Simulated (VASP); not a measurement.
The system is NaLaMnMoO6.

```
Na La Mn Mo O
1.0
     4.97775   -2.88146    0.02055
     4.97775    2.88146    0.02055
    -3.06086    0.00000    4.59785
Na La Mn Mo O
1 1 1 1 6
Cartesian
  8.3737 0.0000 2.3395
  5.0845 0.0000 3.6552
  1.8841 0.0000 0.9212
  1.9122 0.0000 4.6056
  1.1411 0.0000 2.8354
  3.0790 1.4392 4.0538
  3.6709 1.2699 0.7230
  3.6709 -1.2699 0.7230
  3.0790 -1.4392 4.0538
  6.0252 0.0000 1.6038
```

The cell was built by a generator and needn't be a form met in nature.

- Program: VASP 6.6.1
- Task: relaxation of cell and atoms
- Functional: LDA
- Potentials or basis: VASP PAW LDA potentials, release 64 (Na_pv, La, Mn_pv, Mo_sv, O)
- Cutoff: 600 eV
- k mesh: 6 × 6 × 6
- Occupations: fermi-dirac, width 0.05 eV
- Spin: collinear spin, ferromagnetic start
- Starting moments: [0.0, 0.0, 4.0, 1.0, 0.0, 0.0, 0.0, 0.0, 0.0, 0.0] μB

At the start: pressure -9.3 GPa; volume 13.23 Å³/atom.

Question: How do energy, volume and symmetry change on relaxing?

Answer: Over 36 steps the energy falls by 34.4 meV/atom and the volume is 11.95 Å³/atom (-9.7 %); space group Cm (No. 8, to 0.05 Å); moment 4.99 μB per cell.

Step by step:
| step | energy change (eV) | largest force (eV/Å) | pressure (GPa) | volume (Å³) |
| --- | --- | --- | --- | --- |
| 1 | 0.0000 | 0.3219 | -9.34 | 132.26 |
| 2 | 0.1004 | 2.0248 | 12.91 | 118.03 |
| 3 | -0.2160 | 0.6974 | -0.54 | 125.53 |
| 4 | -0.2794 | 0.3373 | -0.17 | 123.26 |
| 5 | -0.2805 | 0.3860 | -0.03 | 122.90 |
| 6 | -0.2949 | 0.2603 | -0.05 | 122.42 |
| 7 | -0.2975 | 0.3937 | -0.03 | 122.11 |
| 8 | -0.3077 | 0.1508 | -0.13 | 121.74 |
| 9 | -0.3093 | 0.2700 | -0.16 | 121.51 |
| 10 | -0.3171 | 0.1971 | 0.06 | 121.02 |
| 11 | -0.3186 | 0.2849 | 0.26 | 120.63 |
| 12 | -0.3248 | 0.1724 | -0.37 | 120.57 |
| 13 | -0.3254 | 0.1889 | -0.64 | 120.54 |
| 14 | -0.3311 | 0.1897 | -0.14 | 120.05 |
| 15 | -0.3343 | 0.1836 | 0.67 | 119.29 |
| 16 | -0.3386 | 0.1333 | 0.08 | 119.30 |
| 17 | -0.3387 | 0.1241 | -0.01 | 119.30 |
| 18 | -0.3404 | 0.0996 | 0.02 | 119.29 |
| 19 | -0.3417 | 0.0935 | 0.09 | 119.27 |
| 20 | -0.3429 | 0.0490 | -0.04 | 119.35 |
| 21 | -0.3429 | 0.0750 | -0.07 | 119.37 |
| 22 | -0.3435 | 0.0371 | 0.08 | 119.33 |
| 23 | -0.3436 | 0.0466 | 0.19 | 119.29 |
| 24 | -0.3439 | 0.0397 | -0.06 | 119.42 |
| 25 | -0.3439 | 0.0396 | -0.08 | 119.43 |
| 26 | -0.3441 | 0.0290 | -0.02 | 119.42 |
| 27 | -0.3442 | 0.0203 | 0.05 | 119.40 |
| 28 | -0.3443 | 0.0181 | 0.01 | 119.46 |
| 29 | -0.3443 | 0.0205 | -0.02 | 119.50 |
| 30 | -0.3444 | 0.0106 | -0.03 | 119.50 |
| 31 | -0.3444 | 0.0143 | -0.05 | 119.51 |
| 32 | -0.3443 | 0.0352 | -0.04 | 119.52 |
| 33 | -0.3444 | 0.0170 | -0.05 | 119.51 |
| 34 | -0.3444 | 0.0155 | -0.05 | 119.51 |
| 35 | -0.3444 | 0.0134 | 0.03 | 119.45 |
| 36 | -0.3444 | 0.0099 | 0.01 | 119.47 |

Final structure:
```
Na La Mn Mo O
1.0
     4.73088   -2.82993   -0.05024
     4.73088    2.82993   -0.05024
    -2.97376    0.00000    4.49342
Na La Mn Mo O
1 1 1 1 6
Direct
  0.00795 0.00795 0.50237
  0.76050 0.76050 0.78393
  0.24697 0.24697 0.19851
  0.49895 0.49895 0.99729
  0.28795 0.28795 0.60348
  0.31149 0.83058 0.87264
  0.19824 0.63353 0.16518
  0.63353 0.19824 0.16518
  0.83058 0.31149 0.87264
  0.72383 0.72383 0.33880
```

Caveat: a cell with one magnetic atom can't hold antiferromagnetic order, which such compounds often take.
